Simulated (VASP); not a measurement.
```xyz
5
Lattice="5.4218 0.0000 0.0000 0.0000 5.4218 0.0000 0.0000 0.0000 5.4218" Properties=species:S:1:pos:R:3 pbc="T T T"
Na     0.0000     0.0000     0.0000
Sr     2.7109     2.7109     2.7109
Cl     0.0000     2.7109     2.7109
Cl     2.7109     2.7109     0.0000
Cl     2.7109     0.0000     2.7109
```

Method: PBE GGA, VASP's PBE PAW potentials (set 64) (plane waves; VASP). Run with 400 eV cut-off, 4×4×4 Γ-centred mesh, Gaussian smearing of 0.050 eV, potentials Na_pv Sr_sv Cl.

Task: Give the stress tensor in GPa (positive for a compressed cell).

Result: 
```
3.51  0.00  0.00
0.00  3.51  0.00
0.00  0.00  3.51
```
The pressure is its mean diagonal, 3.51 GPa.

The structure was generated: NaSrCl3 was put into the cubic-perovskite type (Pm-3m), which need not be its known phase. The cell was not relaxed at this level.
